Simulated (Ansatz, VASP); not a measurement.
# Cross-check of ZnSi4S between VASP and Ansatz, part 3 of 3

One calculation is typed for both programs; each brings its own data sets. How far apart do they land? The cell is generated by rule, not measured, and may not be a known phase. The cell is taken from a series of runs on this material, whose earlier steps may have relaxed, scaled, displaced or heated it; both programs get it as it stands.

VASP 6.6.1 and Ansatz 0.2.0.

So far: Set-up; Ansatz: zone-centre phonons, PBEsol; VASP: zone-centre phonons, PBEsol.

**3. VASP: zone-centre phonons, PBEsol (continued)**

Level of this step: PBEsol; plane waves and PAW (S, Si, Zn); invented cell (VASP).

Numbers of over 12 decimals in the logs are rounded to 6 here.

OUTCAR, selected parts (step 3):

```text
ion  position               nearest neighbor table
   1  0.408  0.092  0.183-   2 2.28   2 2.28   6 2.44   6 2.44
   2  0.334  0.666  0.331-   1 2.28   1 2.28   3 2.33   3 2.33
   3  0.752  0.748  0.496-   2 2.33   2 2.33   4 2.37   4 2.37
   4  0.668  0.332  0.663-   5 2.34   5 2.34   3 2.37   3 2.37
   5  0.085  0.415  0.829-   4 2.34   4 2.34   6 2.37   6 2.37
   6  0.001  0.999  0.997-   5 2.37   5 2.37   1 2.44   1 2.44

  LATTYP: Found a body centered orthorhombic cell.
 ALAT       =     3.8269221471
 B/A-ratio  =     1.0138625049
 C/A-ratio  =     4.2299054485

 Subroutine GETGRP returns: Found  4 space group operations
 (whereof  4 operations were pure point group operations)

The static configuration has the point symmetry C_2v.

 Found     95 irreducible k-points:

   k-points           NKPTS =     95   k-points in BZ     NKDIM =     95   number of bands    NBANDS=     23

   dimension x,y,z NGX =    28 NGY =   28 NGZ =   64
   dimension x,y,z NGXF=    56 NGYF=   56 NGZF=  128

   ENCUT  =  500.0 eV  36.75 Ry    6.06 a.u.   6.98  7.07 15.57*2*pi/ulx,y,z

   NELECT =      34.0000    total number of electrons

 k-points in reciprocal lattice and weights: Automatic mesh
   0.00000000  0.00000000  0.00000000       0.002
   0.12500000  0.00000000 -0.00000000       0.008
   0.25000000  0.00000000 -0.00000000       0.008
   0.37500000  0.00000000 -0.00000000       0.008
   0.50000000  0.00000000 -0.00000000       0.004
   0.00000000  0.12500000  0.00000000       0.008
   0.12500000  0.12500000  0.00000000       0.008
   0.25000000  0.12500000  0.00000000       0.016
   0.37500000  0.12500000  0.00000000       0.016
[...]
-----------------------------------------------------------------------------------
    total drift:                               -0.000021     -0.000066      0.000602

 Eigenvectors and eigenvalues of the dynamical matrix
 ----------------------------------------------------

   1 f  =   15.205372 THz    95.538170 2PiTHz  507.196617 cm-1    62.884338 meV
             X         Y         Z           dx          dy          dz
      1.353021  1.353021  1.484444    -0.045709   -0.045709    0.000000
     -0.018756  2.724799  2.679803     0.473208    0.473208    0.000000
      1.334265  4.077820  4.013072    -0.479606   -0.479606   -0.000000
      2.706043  2.706043  5.366876     0.164434    0.164434   -0.000000
      1.353021  1.353021  6.712821    -0.129421   -0.129421   -0.000000
     -0.018756  2.724799  8.071142     0.013222    0.013222   -0.000000

   2 f  =   14.250436 THz    89.538132 2PiTHz  475.343388 cm-1    58.935042 meV
             X         Y         Z           dx          dy          dz
      1.353021  1.353021  1.484444     0.000000   -0.000000   -0.094455
     -0.018756  2.724799  2.679803     0.000000   -0.000000    0.428736
      1.334265  4.077820  4.013072    -0.000000    0.000000   -0.631699
      2.706043  2.706043  5.366876     0.000000   -0.000000    0.558902
      1.353021  1.353021  6.712821    -0.000000    0.000000   -0.307669
     -0.018756  2.724799  8.071142     0.000000   -0.000000    0.034474

   3 f  =   14.095552 THz    88.564964 2PiTHz  470.176997 cm-1    58.294492 meV
             X         Y         Z           dx          dy          dz
      1.353021  1.353021  1.484444    -0.024852   -0.024852   -0.000000
     -0.018756  2.724799  2.679803     0.152819    0.152819    0.000000
      1.334265  4.077820  4.013072    -0.139150   -0.139150   -0.000000
      2.706043  2.706043  5.366876    -0.471849   -0.471849    0.000000
      1.353021  1.353021  6.712821     0.483760    0.483760   -0.000000
     -0.018756  2.724799  8.071142     0.000642    0.000642    0.000000

   4 f  =   13.734820 THz    86.298420 2PiTHz  458.144283 cm-1    56.802626 meV
             X         Y         Z           dx          dy          dz
      1.353021  1.353021  1.484444     0.026930   -0.026930    0.000000
     -0.018756  2.724799  2.679803     0.024513   -0.024513   -0.000000
      1.334265  4.077820  4.013072    -0.511935    0.511935    0.000000
      2.706043  2.706043  5.366876     0.484022   -0.484022   -0.000000
      1.353021  1.353021  6.712821    -0.046186    0.046186    0.000000
     -0.018756  2.724799  8.071142     0.013626   -0.013626   -0.000000

   5 f  =   12.765026 THz    80.205021 2PiTHz  425.795422 cm-1    52.791880 meV
             X         Y         Z           dx          dy          dz
      1.353021  1.353021  1.484444    -0.000000    0.000000   -0.234708
     -0.018756  2.724799  2.679803     0.000000   -0.000000    0.566174
      1.334265  4.077820  4.013072    -0.000000    0.000000   -0.291063
      2.706043  2.706043  5.366876     0.000000   -0.000000   -0.511390
      1.353021  1.353021  6.712821     0.000000   -0.000000    0.526729
     -0.018756  2.724799  8.071142    -0.000000    0.000000   -0.026045

   6 f  =   10.230508 THz    64.280180 2PiTHz  341.253029 cm-1    42.309964 meV
             X         Y         Z           dx          dy          dz
      1.353021  1.353021  1.484444     0.000000   -0.000000    0.506467
     -0.018756  2.724799  2.679803    -0.000000    0.000000   -0.400203
      1.334265  4.077820  4.013072    -0.000000    0.000000   -0.481000
      2.706043  2.706043  5.366876    -0.000000    0.000000    0.153281
      1.353021  1.353021  6.712821     0.000000   -0.000000    0.527836
     -0.018756  2.724799  8.071142    -0.000000    0.000000   -0.223296

   7 f  =    9.700967 THz    60.952972 2PiTHz  323.589422 cm-1    40.119957 meV
             X         Y         Z           dx          dy          dz
      1.353021  1.353021  1.484444     0.093097   -0.093097    0.000000
     -0.018756  2.724799  2.679803    -0.069945    0.069945   -0.000000
      1.334265  4.077820  4.013072     0.048820   -0.048820   -0.000000
      2.706043  2.706043  5.366876    -0.017118    0.017118   -0.000000
      1.353021  1.353021  6.712821    -0.599134    0.599134    0.000000
     -0.018756  2.724799  8.071142     0.353274   -0.353274   -0.000000

   8 f  =    8.414638 THz    52.870732 2PiTHz  280.682122 cm-1    34.800132 meV
             X         Y         Z           dx          dy          dz
      1.353021  1.353021  1.484444    -0.468792    0.468792    0.000000
     -0.018756  2.724799  2.679803     0.513373   -0.513373   -0.000000
      1.334265  4.077820  4.013072    -0.026702    0.026702   -0.000000
      2.706043  2.706043  5.366876    -0.038447    0.038447    0.000000
      1.353021  1.353021  6.712821    -0.081750    0.081750    0.000000
     -0.018756  2.724799  8.071142     0.088365   -0.088365   -0.000000

   9 f  =    7.234739 THz    45.457208 2PiTHz  241.324927 cm-1    29.920464 meV
             X         Y         Z           dx          dy          dz
      1.353021  1.353021  1.484444     0.000000   -0.000000    0.716460
     -0.018756  2.724799  2.679803     0.000000   -0.000000    0.266713
      1.334265  4.077820  4.013072    -0.000000    0.000000   -0.099190
      2.706043  2.706043  5.366876    -0.000000    0.000000   -0.444958
      1.353021  1.353021  6.712821     0.000000   -0.000000   -0.455284
     -0.018756  2.724799  8.071142    -0.000000    0.000000   -0.020978

  10 f  =    6.662265 THz    41.860246 2PiTHz  222.229242 cm-1    27.552902 meV
             X         Y         Z           dx          dy          dz
      1.353021  1.353021  1.484444    -0.634829   -0.634829    0.000000
     -0.018756  2.724799  2.679803     0.038745    0.038745    0.000000
      1.334265  4.077820  4.013072     0.114360    0.114360   -0.000000
      2.706043  2.706043  5.366876     0.058396    0.058396   -0.000000
      1.353021  1.353021  6.712821     0.044632    0.044632   -0.000000
     -0.018756  2.724799  8.071142     0.277508    0.277508    0.000000

  11 f  =    5.253057 THz    33.005933 2PiTHz  175.223136 cm-1    21.724890 meV
             X         Y         Z           dx          dy          dz
      1.353021  1.353021  1.484444    -0.000000    0.000000   -0.116107
     -0.018756  2.724799  2.679803    -0.000000    0.000000   -0.360913
      1.334265  4.077820  4.013072    -0.000000    0.000000   -0.375368
      2.706043  2.706043  5.366876    -0.000000    0.000000   -0.265564
      1.353021  1.353021  6.712821     0.000000   -0.000000   -0.089590
     -0.018756  2.724799  8.071142     0.000000   -0.000000    0.798003

  12 f  =    4.046182 THz    25.422910 2PiTHz  134.966097 cm-1    16.733656 meV
             X         Y         Z           dx          dy          dz
      1.353021  1.353021  1.484444     0.370880   -0.370880   -0.000000
     -0.018756  2.724799  2.679803     0.290205   -0.290205   -0.000000
      1.334265  4.077820  4.013072    -0.344406    0.344406    0.000000
      2.706043  2.706043  5.366876    -0.398260    0.398260    0.000000
      1.353021  1.353021  6.712821     0.021027   -0.021027    0.000000
     -0.018756  2.724799  8.071142     0.023678   -0.023678   -0.000000

  13 f  =    3.352254 THz    21.062834 2PiTHz  111.819162 cm-1    13.863803 meV
             X         Y         Z           dx          dy          dz
      1.353021  1.353021  1.484444    -0.026781   -0.026781    0.000000
     -0.018756  2.724799  2.679803    -0.356545   -0.356545    0.000000
      1.334265  4.077820  4.013072    -0.325636   -0.325636   -0.000000
      2.706043  2.706043  5.366876     0.360274    0.360274   -0.000000
      1.353021  1.353021  6.712821     0.369009    0.369009    0.000000
     -0.018756  2.724799  8.071142    -0.012452   -0.012452    0.000000
    [... 43 further lines ...]
      1.353021  1.353021  6.712821    -0.255588    0.255588   -0.000000
     -0.018756  2.724799  8.071142    -0.388231    0.388231   -0.000000

 ELASTIC MODULI CONTR FROM IONIC RELAXATION (kBar)
 Direction    XX          YY          ZZ          XY          YZ          ZX
 --------------------------------------------------------------------------------
 XX         -18.7562    -18.7562    -22.5212     30.9910      0.0000     -0.0000
 YY         -18.7562    -18.7562    -22.5212     30.9910      0.0000     -0.0000
 ZZ         -22.5212    -22.5212    -80.8092    -33.6153      0.0000     -0.0000
 XY          30.9910     30.9910    -33.6153   -304.8398     -0.0000      0.0000
 YZ           0.0000      0.0000      0.0000     -0.0000   -303.8195     14.5307
 ZX          -0.0000     -0.0000     -0.0000      0.0000     14.5307   -315.3770
 --------------------------------------------------------------------------------
```

**4. Side by side**

Known differences besides the potentials themselves: the cutoff is 420 eV in Ansatz and 500 eV in VASP; Ansatz makes its cores anew for this functional, VASP keeps those of its PBE data sets. Total energies have different zeros and are not compared.

Both answers:

```csv
quantity,Ansatz,VASP,difference
optical mode 1 (cm⁻¹),79.5,80.0,-0.65 %
optical mode 2 (cm⁻¹),83.6,84.8,-1.49 %
optical mode 3 (cm⁻¹),112.0,111.8,+0.20 %
optical mode 4 (cm⁻¹),135.1,135.0,+0.11 %
optical mode 5 (cm⁻¹),174.3,175.2,-0.51 %
optical mode 6 (cm⁻¹),220.3,222.2,-0.85 %
optical mode 7 (cm⁻¹),240.5,241.3,-0.33 %
optical mode 8 (cm⁻¹),283.4,280.7,+0.98 %
optical mode 9 (cm⁻¹),322.5,323.6,-0.34 %
optical mode 10 (cm⁻¹),340.9,341.3,-0.12 %
optical mode 11 (cm⁻¹),425.3,425.8,-0.12 %
optical mode 12 (cm⁻¹),457.5,458.1,-0.14 %
optical mode 13 (cm⁻¹),469.3,470.2,-0.18 %
optical mode 14 (cm⁻¹),475.1,475.3,-0.05 %
optical mode 15 (cm⁻¹),506.6,507.2,-0.12 %
```

Modes are paired by rising frequency, not by their patterns, so a pair may set unlike modes beside each other; they are those without the splitting of longitudinal modes.

**5. Results**

| Item | Value |
| --- | --- |
| r.m.s. difference of the optical zone-centre modes, each program's sorted by frequency (zone-centre phonons, PBEsol) | 1.1 cm⁻¹ |
| difference in optical mode 2 (zone-centre phonons, PBEsol) | -1.5 % |

**Reading.** The r.m.s. difference of the optical zone-centre modes, each program's sorted by frequency is 1.1 cm⁻¹ (zone-centre phonons, PBEsol). Among the rows given in per cent, the largest difference of the zone-centre phonons, PBEsol pair is in optical mode 2, -1.5 %. Such differences can come from data sets, numerical settings and the points named under the comparisons, not from the functional's error against experiment.

[Lines on the potential files, build, host, timing and source positions are cut from VASP's logs without a mark.]

[Logs are printed without paths, hosts, clocks, repeated set-up lines and the standing remarks that a program may print on its own settings, such as how far it seeks lower states.]

[Hosts, paths, dates, database ids (printed as entryN), source tags and the programs' standing remarks are cut or masked in the printed files.]
